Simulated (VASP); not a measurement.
A convergence study with VASP on Ta (space group Im-3m): a few settings are varied, all else stays as given below, so the limit is that of these other settings.

```xyz
1
Lattice="-1.6583 1.6583 1.6583 1.6583 -1.6583 1.6583 1.6583 1.6583 -1.6583" Properties=species:S:1:pos:R:3 pbc="T T T"
Ta     0.0000     0.0000     0.0000
```

Level of theory: PBE GGA, VASP's PBE PAW potentials (set 64) (plane waves; VASP 6.6.1). The last row used: 300 eV cut-off, 21×21×21 Γ-centred mesh, tetrahedra with Blöchl corrections, potentials Ta_pv.

| setting | E (eV/atom) | pressure (GPa) | irreducible k-points |
|---|---|---|---|
| 6×6×6 mesh | ___ | ___ | 16 |
| 7×7×7 mesh | -11.8434 | -0.37 | 20 |
| 9×9×9 mesh | -11.8100 | 0.20 | 35 |
| 11×11×11 mesh | ___ | ___ | 56 |
| 14×14×14 mesh | -11.8089 | 0.08 | 104 |
| 17×17×17 mesh | -11.8079 | 0.10 | 165 |
| 21×21×21 mesh | -11.8076 | 0.07 | 286 |

Fill in the missing entries.

- 6×6×6 mesh, E (eV/atom): -11.8458
- 6×6×6 mesh, pressure (GPa): 0.79
- 11×11×11 mesh, E (eV/atom): -11.8119
- 11×11×11 mesh, pressure (GPa): 0.11

Left out are rungs that failed or repeat a setting and relaxations that didn't move; long series are thinned to 24 rows.

The structure is a typed Ta crystal (space group no. 229). The cell was not relaxed at this level.
